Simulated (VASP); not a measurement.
Output of a VASP run:

OSZICAR:
```
       N       E                     dE             d eps       ncg     rms          rms(c)
DAV:   1     0.108254703015E+03    0.10825E+03   -0.82805E+03   778   0.151E+03
DAV:   2    -0.330625672340E+01   -0.11156E+03   -0.10349E+03   812   0.361E+02
DAV:   3    -0.939161924559E+01   -0.60854E+01   -0.60621E+01   887   0.884E+01
DAV:   4    -0.945504447940E+01   -0.63425E-01   -0.63414E-01   839   0.933E+00
DAV:   5    -0.945570164480E+01   -0.65717E-03   -0.65716E-03   878   0.994E-01    0.542E+00
DAV:   6    -0.856836948697E+01    0.88733E+00   -0.38387E+00   934   0.188E+01    0.183E+00
DAV:   7    -0.855838676980E+01    0.99827E-02   -0.32202E-02   779   0.259E+00    0.104E+00
DAV:   8    -0.855975991101E+01   -0.13731E-02   -0.27942E-02   779   0.421E+00    0.120E-01
DAV:   9    -0.856061292228E+01   -0.85301E-03   -0.40728E-03   869   0.707E-01    0.888E-02
DAV:  10    -0.856051594908E+01    0.96973E-04   -0.59025E-04   818   0.363E-01    0.118E-02
DAV:  11    -0.856051392820E+01    0.20209E-05   -0.16904E-05   854   0.745E-02    0.332E-03
DAV:  12    -0.856051416087E+01   -0.23266E-06   -0.13315E-06   794   0.176E-02
   1 F= -.89086580E+01 E0= -.89086580E+01  d E =-.890866E+01
       N       E                     dE             d eps       ncg     rms          rms(c)
DAV:   1    -0.856032898699E+01    0.18494E-03   -0.92092E-03   905   0.164E+00    0.171E-01
DAV:   2    -0.855990231144E+01    0.42668E-03   -0.17473E-03   923   0.464E-01    0.464E-02
DAV:   3    -0.855987011212E+01    0.32199E-04   -0.62936E-05   872   0.203E-01    0.238E-02
DAV:   4    -0.855985916017E+01    0.10952E-04   -0.99016E-06   884   0.120E-01    0.385E-03
DAV:   5    -0.855985906450E+01    0.95670E-07   -0.13617E-06   534   0.208E-02
   2 F= -.89086901E+01 E0= -.89086901E+01  d E =-.320785E-04
```

**OUTCAR**
```
------------------------ aborting loop because EDIFF is reached ----------------------------------------
 Edisp (eV)   -0.34883
  FORCE on cell =-STRESS in cart. coord.  units (eV):
  Direction    XX          YY          ZZ          XY          YZ          ZX
  --------------------------------------------------------------------------------------
  Total       0.00229     0.00229     0.00229     0.00000     0.00000     0.00000
  in kB       0.14828     0.14828     0.14828     0.00000     0.00000     0.00000
  external pressure =        0.15 kB  Pullay stress =        0.00 kB
  volume of cell :       24.77
      direct lattice vectors                 reciprocal lattice vectors
    -0.000000000  2.313525731  2.313525731    -0.216120354  0.216120354  0.216120354
     2.313525731  0.000000000  2.313525731     0.216120354 -0.216120354  0.216120354
     2.313525731  2.313525731  0.000000000     0.216120354  0.216120354 -0.216120354
  FREE ENERGIE OF THE ION-ELECTRON SYSTEM (eV)
  ---------------------------------------------------
  free  energy   TOTEN  =        -8.9086901126 eV

  energy  without entropy=       -8.9086901126  energy(sigma->0) =       -8.90869011

 reached required accuracy - stopping structural energy minimisation
```
(Selected blocks of OUTCAR.)

File POSCAR:
```
NaF
1
    0.0000000000     2.3150000000     2.3150000000
    2.3150000000     0.0000000000     2.3150000000
    2.3150000000     2.3150000000     0.0000000000
Na F
1 1
Direct
  0.0000000000   0.0000000000   0.0000000000
  0.5000000000   0.5000000000   0.5000000000
```

Reconstruct the remaining input files.

This is not unique; one that fits is the input of the run itself, PBE GGA with D3 dispersion (Becke-Johnson damping), plane waves, VASP's PBE PAW potentials (set 64).

File KPOINTS:
```
Automatic mesh
0
G
9 9 9
0 0 0
```

**INCAR**
```
SYSTEM = NaF
PREC = Accurate
ENCUT = 520
EDIFF = 1E-6
NELM = 100
ALGO = Normal
LREAL = .FALSE.
LASPH = .TRUE.
ISMEAR = 0
SIGMA = 0.05
GGA = PE
IVDW = 12
LWAVE = .FALSE.
LCHARG = .FALSE.
IBRION = 2
ISIF = 3
NSW = 60
EDIFFG = -0.01
```

POTCAR, in this order: Na_pv F (PBE.64 set). Program: vasp_std.

The compound is NaF in the rock salt structure. This run relaxes it. Symmetry was kept, so distortions that lower it aren't found.
